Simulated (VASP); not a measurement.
Here is the system:

```yaml
crystal:
  lattice:
    - [0.00000, 2.75198, 2.75198]
    - [2.75198, 0.00000, 2.75198]
    - [2.75198, 2.75198, 0.00000]
  atoms:
    - { symbol: Ga, position: [0.00000, 0.00000, 0.00000] }
    - { symbol: P, position: [0.25000, 0.25000, 0.25000] }
```

Calculation: r2SCAN meta-GGA, VASP's PBE PAW potentials (set 64) (plane waves; VASP 6.6.1). Numerical set-up: 520 eV cut-off, 8×8×8 Γ-centred mesh, Gaussian smearing of 0.050 eV, potentials Ga_d P.

Problem. Give the stress tensor in GPa (positive for a compressed cell).

Solution. 
```
-2.42   0.00   0.00
 0.00  -2.42   0.00
 0.00   0.00  -2.42
```
The pressure is its mean diagonal, -2.42 GPa.

The compound is GaP in the zinc blende structure. This cell is one point of a volume scan, at 1.03 of the reference volume.
